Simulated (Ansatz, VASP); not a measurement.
# Zr2COF (Zr2COF MXene monolayer) in two plane-wave programs, part 2 of 2

Wanted: the spread between two codes on one cell, functional and k mesh. The structure shown is the start of the Ansatz relaxation below; VASP solves that cell, so the two are compared at the walk's first step.

VASP 6.6.1 and Ansatz 0.2.0.

So far: The structure; Ansatz: relaxation, PBE with D3(BJ).

## 3. VASP: single point, PBE with D3(BJ), start cell

Level of this step: PBE with D3(BJ), zero-moment start; plane waves and PAW (F, Zr_sv, C, O) (VASP).

The same cell, functional, mesh and smearing now go to VASP, with its own data sets.

Lines of VASP's logs that name or quote its potential files are left out, and so is its time.

INCAR

```
SYSTEM = Zr2COF
PREC = Accurate
ENCUT = 520
EDIFF = 1E-06
NELM = 200
ISMEAR = -1
SIGMA = 0.05
LREAL = .FALSE.
ALGO = Normal
GGA = PE
IVDW = 12
NBANDS = 29
ISPIN = 2
MAGMOM = 0 0 0 -0 0
LASPH = .TRUE.
LMAXMIX = 4
LORBIT = 11
LWAVE = .FALSE.
LCHARG = .FALSE.
ISIF = 2
LDIPOL = .TRUE.
IDIPOL = 3
DIPOL = 0.5 0.5 0.499
LVHAR = .TRUE.
GGA_COMPAT = .FALSE.
NELMDL = -8
KPAR = 2
```

POSCAR

```
Zr2COF
1.0
    3.2890000000      0.0000000000      0.0000000000
   -1.6445000000      2.8483580000      0.0000000000
    0.0000000000      0.0000000000     40.5718150000
F Zr C O
1 2 1 1
Direct
    0.3333332748      0.6666665496      0.4411929809
    0.6666667252      0.3333334504      0.4657812080
    0.3333332748      0.6666665496      0.5297542888
    0.0000000000      0.0000000000      0.4977677484
    0.6666667252      0.3333334504      0.5588070191
```

KPOINTS

```
Automatic mesh
0
Gamma
12 12 1
0 0 0
```

Potentials, in the order of the species: F, Zr_sv, C and O (PBE family, release 64).

The run is started by

```sh
mpirun -np 2 vasp_std
```

Numbers of over 12 decimals in the logs are rounded to 6 here.

Output:

```text
[banner, memory and clock lines left out]
running    2 mpi-ranks, on    1 nodes
 distrk:  each k-point on    1 cores,    2 groups
 distr:  one band on    1 cores,    1 groups

 POSCAR found type information on POSCAR F ZrC O
 POSCAR found :  4 types and       5 ions
 LDA part: xc-table for (Slater+PW92), standard interpolation
 POSCAR, INCAR and KPOINTS ok, starting setup
 FFT: planning ... GRIDC
 FFT: planning ... GRID_SOFT
 FFT: planning ... GRID
 WAVECAR not read
 entering main loop
       N       E                     dE             d eps       ncg     rms          rms(c)
DAV:   1     0.410311006265E+03    0.41031E+03   -0.18760E+04  2772   0.109E+03
DAV:   2     0.246456253006E+01   -0.40785E+03   -0.39672E+03  2916   0.307E+02
DAV:   3    -0.496626648370E+02   -0.52127E+02   -0.51684E+02  3262   0.105E+02
DAV:   4    -0.524762676665E+02   -0.28136E+01   -0.28030E+01  3443   0.235E+01
DAV:   5    -0.526007071065E+02   -0.12444E+00   -0.12440E+00  3273   0.358E+00
DAV:   6    -0.526026248029E+02   -0.19177E-02   -0.19174E-02  3170   0.561E-01
DAV:   7    -0.526026840703E+02   -0.59267E-04   -0.59267E-04  3265   0.853E-02
DAV:   8    -0.526026856585E+02   -0.15882E-05   -0.15883E-05  3092   0.146E-02    0.320E+01
DAV:   9    -0.438255708418E+02    0.87771E+01   -0.60732E+01  2673   0.401E+01    0.134E+01
DAV:  10    -0.445163615912E+02   -0.69079E+00   -0.29421E+01  2934   0.226E+01    0.928E+00
DAV:  11    -0.431290267448E+02    0.13873E+01   -0.10730E+01  3134   0.152E+01    0.287E+00
DAV:  12    -0.431540213394E+02   -0.24995E-01   -0.10081E+00  2798   0.442E+00    0.154E+00
DAV:  13    -0.431308918880E+02    0.23129E-01   -0.13604E-01  3120   0.175E+00    0.755E-01
DAV:  14    -0.431315008658E+02   -0.60898E-03   -0.13630E-01  2724   0.189E+00    0.641E-01
[...]
DAV:  25    -0.431214651208E+02   -0.41591E-04   -0.18651E-06  2152   0.413E-03    0.197E-03
DAV:  26    -0.431214921581E+02   -0.27037E-04   -0.18946E-06  2177   0.418E-03    0.822E-04
DAV:  27    -0.431215072017E+02   -0.15044E-04   -0.73404E-07  2174   0.180E-03    0.802E-04
DAV:  28    -0.431215172100E+02   -0.10008E-04   -0.60482E-07  2110   0.147E-03    0.297E-04
DAV:  29    -0.431215217186E+02   -0.45086E-05   -0.19771E-07  2084   0.952E-04    0.217E-04
DAV:  30    -0.431215247956E+02   -0.30769E-05   -0.11612E-07  1966   0.588E-04    0.149E-04
DAV:  31    -0.431215261461E+02   -0.13506E-05   -0.41235E-08  1982   0.360E-04    0.788E-05
DAV:  32    -0.431215269609E+02   -0.81475E-06   -0.17916E-08  1878   0.273E-04
   1 F= -.44154921E+02 E0= -.44146499E+02  d E =-.168436E-01  mag=     0.0000
```

From OUTCAR (step 3):

```text
ion  position               nearest neighbor table
   1  0.333  0.667  0.441-   2 2.14   2 2.14   2 2.15
   2  0.667  0.333  0.466-   1 2.14   1 2.14   1 2.15   4 2.30   4 2.30   4 2.30   3 3.22   3 3.22
                             3 3.22
   3  0.333  0.667  0.530-   5 2.23   5 2.23   5 2.24   4 2.30   4 2.30   4 2.30   2 3.22   2 3.22
                             2 3.22
   4  0.000  0.000  0.498-   3 2.30   2 2.30   3 2.30   2 2.30   2 2.30   3 2.30
   5  0.667  0.333  0.559-   3 2.23   3 2.23   3 2.24

  LATTYP: Found a hexagonal cell.
 ALAT       =     3.2890000000
 C/A-ratio  =    12.3356080876

 Subroutine GETGRP returns: Found  6 space group operations
 (whereof  6 operations were pure point group operations)

The static configuration has the point symmetry C_3v.

 Found     19 irreducible k-points:

   k-points           NKPTS =     19   k-points in BZ     NKDIM =     19   number of bands    NBANDS=     29

   dimension x,y,z NGX =    24 NGY =   24 NGZ =  320
   dimension x,y,z NGXF=    48 NGYF=   48 NGZF=  640

   ENCUT  =  520.0 eV  38.22 Ry    6.18 a.u.   6.12  6.12 75.44*2*pi/ulx,y,z

   NELECT =      41.0000    total number of electrons

 k-points in reciprocal lattice and weights: Automatic mesh
   0.00000000  0.00000000  0.00000000       0.007
   0.08333333  0.00000000  0.00000000       0.042
   0.16666667  0.00000000  0.00000000       0.042
   0.25000000  0.00000000  0.00000000       0.042
   0.33333333  0.00000000  0.00000000       0.042
   0.41666667  0.00000000  0.00000000       0.042
   0.50000000  0.00000000  0.00000000       0.021
   0.08333333  0.08333333  0.00000000       0.042
   0.16666667  0.08333333  0.00000000       0.083
[...]
0.33333333  0.25000000  0.00000000       0.083
   0.33333333  0.33333333  0.00000000       0.014

 dipolmoment           0.000000      0.000000      0.286637 electrons x Angstroem

 average (electrostatic) potential at core
       1 -85.9333       2 -86.7461       3 -85.8000       4 -56.3316       5 -76.7113

 E-fermi :  -2.1509

 spin component 1
 k-point     1 :       0.0000    0.0000    0.0000
  band No.  band energies     occupation
    ...
     16      -5.7596      1.00000
     17      -5.7596      1.00000
     18      -4.2690      1.00000
     19      -3.7217      1.00000
     20      -3.7217      1.00000
     21      -1.8341      0.00177
     22      -1.6410      0.00004
     23      -1.6410      0.00004
     24      -1.0121      0.00000
     25      -0.5285      0.00000
    ...

 k-point     2 :       0.0833    0.0000    0.0000
  band No.  band energies     occupation
    ...
     16      -5.8507      1.00000
     17      -5.7111      1.00000
     18      -4.3139      1.00000
     19      -3.9365      1.00000
     20      -3.8487      1.00000
     21      -1.8721      0.00377
     22      -1.5418      0.00001
     23      -1.4494      0.00000
     24      -0.9939      0.00000
     25      -0.4094      0.00000
    ...

 k-point     3 :       0.1667    0.0000    0.0000
  band No.  band energies     occupation
    ...
     16      -5.9808      1.00000
     17      -5.5953      1.00000
     18      -4.8631      1.00000
     19      -4.0871      1.00000
     20      -3.9758      1.00000
     21      -2.1414      0.45239
     22      -1.3028      0.00000
     23      -0.9979      0.00000
     24      -0.7703      0.00000
     25      -0.0435      0.00000
    ...

 k-point     4 :       0.2500    0.0000    0.0000
  band No.  band energies     occupation
    ...
     17      -5.4942      1.00000
     18      -5.2460      1.00000
     19      -4.2395      1.00000
     20      -4.1585      1.00000
     21      -2.4807      0.99864
     22      -0.8748      0.00000
     23      -0.4264      0.00000
     24      -0.3827      0.00000
     25       0.5203      0.00000
     26       0.7442      0.00000
    ...

 k-point     5 :       0.3333    0.0000    0.0000
  band No.  band energies     occupation
    ...
     17      -5.4781      1.00000
     18      -5.1484      1.00000
     19      -4.4704      1.00000
     20      -4.2317      1.00000
     21      -2.7221      0.99999
     22      -0.3843      0.00000
     23       0.0524      0.00000
     24       0.1908      0.00000
     25       0.8864      0.00000
     26       1.5224      0.00000
    ...

 k-point     6 :       0.4167    0.0000    0.0000
  band No.  band energies     occupation
    ...
     17      -5.5136      1.00000
     18      -5.0240      1.00000
     19      -4.6890      1.00000
     20      -4.1467      1.00000
     21      -2.8368      1.00000
     22      -0.0963      0.00000
     23       0.2253      0.00000
     24       0.7158      0.00000
     25       1.6506      0.00000
     26       2.2136      0.00000
    ...

 Edisp (eV)   -1.03339

  Total       1.20374     1.20374     1.77714     0.00000     0.00000     0.00000
  in kB       5.07410     5.07411     7.49115     0.00000     0.00000     0.00000
  external pressure =        5.88 kB  Pullay stress =        0.00 kB

  energy-cutoff  :      520.00
  volume of cell :      380.09
      direct lattice vectors                 reciprocal lattice vectors
     3.289000000  0.000000000  0.000000000     0.304043782  0.175539732  0.000000000
    -1.644500000  2.848358000  0.000000000     0.000000000  0.351079464  0.000000000
     0.000000000  0.000000000 40.571815000     0.000000000  0.000000000  0.024647653

 POSITION                                       TOTAL-FORCE (eV/Angst)
 -----------------------------------------------------------------------------------
     -0.00000      1.89890     17.90000        -0.000000      0.000000     -3.360520
      1.64450      0.94945     18.89759         0.000000     -0.000000      3.459132
     -0.00000      1.89890     21.49309         0.000000      0.000000      4.046754
      0.00000      0.00000     20.19534        -0.000000      0.000000     -1.469193
      1.64450      0.94945     22.67181         0.000000      0.000000     -2.676173
 -----------------------------------------------------------------------------------
    total drift:                                0.000000      0.000226     -0.000416

  FREE ENERGIE OF THE ION-ELECTRON SYSTEM (eV)
  ---------------------------------------------------
  free  energy   TOTEN  =       -44.1549205651 eV

  energy  without entropy=      -44.1380769702  energy(sigma->0) =      -44.14649877

 vacuum level on the upper side and lower side of the slab         4.970        -0.566

 total charge
# of ion       s       p       d       tot
------------------------------------------
    1        1.742   4.410   0.000   6.152
    2        2.173   6.021   1.721   9.915
    3        2.172   6.046   1.503   9.720
    4        0.882   1.534   0.000   2.417
    5        1.574   3.365   0.000   4.939
--------------------------------------------------
tot          8.543  21.377   3.223  33.143

 magnetization (x)
# of ion       s       p       d       tot
------------------------------------------
    1        0.000   0.000   0.000   0.000
    2        0.000   0.000   0.000   0.000
    3        0.000  -0.000   0.000   0.000
    4       -0.000  -0.000   0.000  -0.000
    5       -0.000   0.000   0.000   0.000
--------------------------------------------------
tot          0.000   0.000   0.000   0.000

[... 6 further parts left out ...]
```

This run allows spin, but its moments start at zero, where symmetry between the spins tends to hold them. Its electron count is odd, so without a moment it is a metal by construction.

## 4. Differences

Known differences besides the potentials themselves: Ansatz cuts the interaction across the vacuum, VASP repeats the sheet with a dipole correction; the cutoff is 420 eV in Ansatz and 520 eV in VASP. Total energies have different zeros and are not compared.

Forces (eV/Å; atoms numbered as in POSCAR):

| atom | Ansatz x, y, z | VASP x, y, z |
| --- | --- | --- |
| F1 | 0.000, 0.000, -3.326 | 0.000, 0.000, -3.361 |
| Zr2 | 0.000, 0.000, 3.439 | 0.000, 0.000, 3.459 |
| Zr3 | 0.000, 0.000, 4.052 | 0.000, 0.000, 4.047 |
| C4 | 0.000, 0.000, -1.466 | 0.000, 0.000, -1.469 |
| O5 | 0.000, 0.000, -2.698 | 0.000, 0.000, -2.676 |

The forces differ by 12 meV/Å r.m.s., which is 0.7 % of the r.m.s. force of 1.807 eV/Å (both taken over all components). Moments aren't recorded for both runs of this pair, so they may hold unlike magnetic states. With vacuum in the cell, a pressure given here is an average over mostly empty space and none of the material.

## 5. Summary of results

```
r.m.s. force difference (single point, PBE with D3(BJ), start cell) : 0.66 % of the r.m.s. force
```

The r.m.s. force difference is 0.66 % of the r.m.s. force (single point, PBE with D3(BJ), start cell), within the 3 % picked in this series as the mark of a large difference. 1 further run of this series is not shown here. Such differences can come from data sets, numerical settings and the points named under the comparisons, not from the functional's error against experiment.

[Lines on the potential files, build, host, timing and source positions are cut from VASP's logs without a mark.]

[Logs are printed without paths, hosts, clocks, repeated set-up lines and the standing remarks that a program may print on its own settings, such as how far it seeks lower states.]

[Hosts, paths, dates, database ids (printed as entryN), source tags and the programs' standing remarks are cut or masked in the printed files.]
